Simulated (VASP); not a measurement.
# RbYP (Pmmm) in VASP: a series of runs, part 2 of 2

VASP 6.6.1. The steps go on from the part before.

## 3. Relaxation of cell and atoms, PBE (random cell by space group and Wyckoff sites (Pmmm, No. 47))

Contents of INCAR:

```
SYSTEM = RbYP
  ALGO = Fast
  EDIFF = 1E-6
  EDIFFG = -0.04
  ENCUT = 600
  GGA = PE
  IBRION = 2
  ISIF = 3
  ISMEAR = 0
  LASPH = .TRUE.
  LCHARG = .FALSE.
  LREAL = .FALSE.
  LWAVE = .FALSE.
  NELM = 100
  NSW = 90
  PREC = Accurate
  SIGMA = 0.1
```

Contents of KPOINTS:

```
k-points
0
G
  4 4 4
  0 0 0
```

Contents of POSCAR:

```
RbYP
1.0
    4.0638231100      0.0000000000      0.0000000000
    0.0000000000      4.2271855800      0.0000000000
    0.0000000000      0.0000000000      5.2859716000
Rb Y P
1 1 1
Direct
    0.5000000000      0.0000000000      0.5000000000
    0.0000000000      0.0000000000      0.0000000000
    0.0000000000      0.5000000000      0.0000000000
```

Potentials or basis: VASP PAW PBE potentials, release 64 (Rb_sv, Y_sv, P).

Run with:

```sh
$ cat potpaw_PBE.64/Rb_sv/POTCAR potpaw_PBE.64/Y_sv/POTCAR potpaw_PBE.64/P/POTCAR > POTCAR
$ mpirun -np 1 vasp_std > vasp.out
```

OUTCAR:

```text
SYSTEM = RbYP
   EDIFF = 1E-6
   EDIFFG = -0.04
   ENCUT = 600
   GGA = PE
   IBRION = 2
   ISIF = 3
   ISMEAR = 0
   LASPH = .TRUE.
   LREAL = .FALSE.
   NELM = 100
   NSW = 90
   PREC = Accurate

 ion  position               nearest neighbor table
   1  0.500  0.000  0.500-   2 3.33   2 3.33   2 3.33   2 3.33   3 3.95   3 3.95   3 3.95   3 3.95
                             3 3.95   3 3.95   3 3.95   3 3.95
   2  0.000  0.000  0.000-   3 2.11   3 2.11   1 3.33   1 3.33   1 3.33   1 3.33
   3  0.000  0.500  0.000-   2 2.11   2 2.11   1 3.95   1 3.95   1 3.95   1 3.95   1 3.95   1 3.95
                             1 3.95   1 3.95

  LATTYP: Found a simple orthorhombic cell.
 ALAT       =     4.0638231100
 B/A-ratio  =     1.0401992079
 C/A-ratio  =     1.3007386042

  Lattice vectors:

 A1 = (   4.0638231100,   0.0000000000,   0.0000000000)
 A2 = (   0.0000000000,   4.2271855800,   0.0000000000)
 A3 = (   0.0000000000,   0.0000000000,   5.2859716000)

Analysis of symmetry for initial positions (statically):
=====================================================================
 Subroutine PRICEL returns:
 Original cell was already a primitive cell.

 Routine SETGRP: Setting up the symmetry group for a
 simple orthorhombic supercell.

 Subroutine GETGRP returns: Found  8 space group operations
 (whereof  8 operations were pure point group operations)
[... 281 lines left out ...]

 number of electron      24.9999998 magnetization

------------------------ aborting loop because EDIFF is reached ----------------------------------------
[... 69 lines left out ...]
--------------------------------------- Ionic step       17  -------------------------------------------

 number of electron      24.9999997 magnetization

 Free energy of the ion-electron system (eV)
  ---------------------------------------------------
  ext. energy  EPLUGINS =         0.00000000
  ---------------------------------------------------
  free energy    TOTEN  =       -11.96254251 eV

  energy without entropy =      -11.95498388  energy(sigma->0) =      -11.95876320

 E-fermi :   0.3924     XC(G=0):  -6.5390

 val. band max:        0.3645223182   @ k =   0.5000   0.0000   0.5000
 cond. band min:       0.4268879405   @ k =   0.2500   0.0000   0.2500
 fundamental gap:      0.0623656223
 Fermi energy:         0.3924178735

 k-point     1 :       0.0000    0.0000    0.0000
  band No.  band energies     occupation
      1     -42.8771      2.00000
      2     -28.1809      2.00000
      3     -23.0717      2.00000
      4     -22.9957      2.00000
      5     -22.5574      2.00000
      6     -12.2735      2.00000
[... 433 lines left out ...]
      3     -23.0700      2.00000
      4     -23.0120      2.00000
      5     -22.5686      2.00000
      6     -12.3645      2.00000
[... 8 lines left out ...]
     15       1.7928      0.00000
     16       2.1778      0.00000

 [... further k-points ...]

------------------------ aborting loop because EDIFF is reached ----------------------------------------

  FORCE on cell =-STRESS in cart. coord.  units (eV):
  Direction    XX          YY          ZZ          XY          YZ          ZX
  --------------------------------------------------------------------------------------
  -------------------------------------------------------------------------------------
  Total       -0.0770263     -0.1055474      0.0252052     -0.0000000      0.0000000      0.0000000
  in kB       -0.7550594     -1.0346414      0.2470767     -0.0000000      0.0000000      0.0000000
  external PRESSURE =      -0.5142080 kB  Pullay stress =       0.0000000 kB
[... 18 lines left out ...]
  FREE ENERGIE OF THE ION-ELECTRON SYSTEM (eV)
  ---------------------------------------------------
  free  energy   TOTEN  =       -11.9625425149 eV

  energy  without entropy=      -11.9549838833  energy(sigma->0) =      -11.95876320

 reached required accuracy - stopping structural energy minimisation
```

Wall time 28 min (1 thread of AMD EPYC 9R45 (Zen 5), shared host); peak memory 0.26 GiB.

Results:

| Property | Result |
| --- | --- |
| Free energy | -11.9625 eV |
| Relaxed volume | 54.48 Å³/atom |
| Relaxed cell | a = 4.650 Å, b = 5.184 Å, c = 6.780 Å, α = 90.00°, β = 90.00°, γ = 90.00° |
| Space group after relaxing (to 0.05 Å) | Pmmm (No. 47) |
| Energy gained by relaxing | 1263.1 meV/atom |
| Ionic steps | 17 |
| Pressure after relaxing | -0.1 GPa |
| Band gap on the k mesh | none (metal or under the smearing width) |

The path:
| step | energy change (eV) | largest force (eV/Å) | pressure (GPa) | volume (Å³) |
| --- | --- | --- | --- | --- |
| 1 | 0.0000 | 0.0000 | 26.10 | 90.81 |
| 2 | 18.7997 | 0.0000 | 0.19 | 163.26 |
| 3 | -1.4542 | 0.0000 | -3.23 | 154.79 |
| 4 | -2.4861 | 0.0000 | -2.23 | 137.34 |
| 5 | -3.1315 | 0.0000 | 4.68 | 113.23 |
| 6 | -3.2198 | 0.0000 | 1.67 | 119.98 |
| 7 | -3.2269 | 0.0000 | 2.45 | 118.18 |
| 8 | -3.4757 | 0.0000 | 1.54 | 128.51 |
| 9 | -3.6629 | 0.0000 | 0.38 | 161.74 |
| 10 | -3.7818 | 0.0000 | -0.08 | 168.90 |
| 11 | -3.7857 | 0.0000 | -0.01 | 165.95 |
| 12 | -3.7866 | 0.0000 | 0.03 | 164.28 |
| 13 | -3.7867 | 0.0000 | 0.06 | 163.29 |
| 14 | -3.7870 | 0.0000 | -0.12 | 163.96 |
| 15 | -3.7871 | 0.0000 | -0.06 | 163.71 |
| 16 | -3.7878 | 0.0000 | -0.06 | 163.64 |
| 17 | -3.7893 | 0.0000 | -0.05 | 163.44 |

Final structure:
```
Rb Y P
1.0
     4.65014    0.00000    0.00000
     0.00000    5.18404    0.00000
     0.00000    0.00000    6.78007
Rb Y P
1 1 1
Direct
  0.50000 0.00000 0.50000
  0.00000 0.00000 0.00000
  0.00000 0.50000 0.00000
```

Caveat: the k mesh is coarse (spacing up to 0.39 Å⁻¹), so the values aren't converged; the volume moved by over 15 % at a fixed basis, so the end points are rough.
